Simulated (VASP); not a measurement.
The input files of a VASP run:

File KPOINTS:
```
K-points
0
Gamma
 15 15 15
0 0 0
```

POSCAR:
```
Ga
2.658560
  1.0000000451   0.0000000000   0.0000000000
  0.0000000000   1.0000000451   0.0000000000
  0.0000000000   0.0000000000   1.0000000451
Ga
1
Direct
  0.0000000000   0.0000000000   0.0000000000
```

### INCAR
```
# general
SYSTEM   =  Ga
PREC     =  Accurate
ENCUT    =  400
LREAL    =  F
LASPH    =  T

# electronic loop
EDIFF    =  1E-7
NELM     =  100
ALGO     =  Normal
LMAXMIX  =  4

# smearing
ISMEAR   =  -5

# functional
GGA      =  PS

# ions
ISIF     =  2

# output
LWAVE    =  F
LCHARG   =  T
LORBIT   =  11
NEDOS    =  601
```

POTCAR, in this order: Ga_d (PBE.64 set). Program: vasp_std.

Write an equivalent input for Ansatz.

One equivalent input (not run):
Ansatz 0.2 input:
```yaml
crystal:
  lattice:
    - [2.6585601, 0.0000000, 0.0000000]
    - [0.0000000, 2.6585601, 0.0000000]
    - [0.0000000, 0.0000000, 2.6585601]
  atoms:
    - { symbol: Ga, position: [0.0000000, 0.0000000, 0.0000000] }
kpoints:
  mp_grid: { grid: [15, 15, 15] }
hamiltonian:
  xc: pbesol
  pseudopotentials: { kind: paw }
scf:
  occupations: { method: tetrahedron }
  max_iter: 100
output: { forces: true, stress: true, eigenvalues: true }
```
Limits of the translation: each code has its own PAW files, so the cut-off isn't converted (ENCUT is set for VASP's; basis.ecutwfc is left out, and Ansatz then takes the one that its files recommend); Ansatz stops its SCF on the density residual and VASP on the energy change (EDIFF).

The structure was generated: Ga was put into the simple-cubic type (Pm-3m), which need not be its known phase. It was relaxed first, which changed the volume by -11 %.
